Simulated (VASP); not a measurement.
Here is the system:

```xyz
2
Lattice="0.0000 2.4912 2.4912 2.4912 0.0000 2.4912 2.4912 2.4912 0.0000" Properties=species:S:1:pos:R:3 pbc="T T T"
S      0.0000     0.0000     0.0000
Re     2.4912     2.4912     2.4912
```
Cell charge -0.1.

The numbers are results of PBE GGA, VASP's PBE PAW potentials (set 64) (plane waves; VASP), not measurements. Run with NELECT = 13.1, 400 eV cut-off, 8×8×8 Γ-centred mesh, Gaussian smearing of 0.050 eV, potentials S Re.

The cell is charged, with a uniform compensating background.

Question: Give the stress tensor in GPa (positive for a compressed cell).

Answer: 
```
1.32  0.00  0.00
0.00  1.32  0.00
0.00  0.00  1.32
```
The pressure is its mean diagonal, 1.32 GPa.

The structure was generated: ReS was put into the rocksalt type (Fm-3m), which need not be its known phase. The cell was not relaxed at this level. The run is one of a series of settings (NELECT = 13.1 against the base run), some of them coarse on purpose. The electron count is odd and the run is not spin-polarised, which forces a metal.
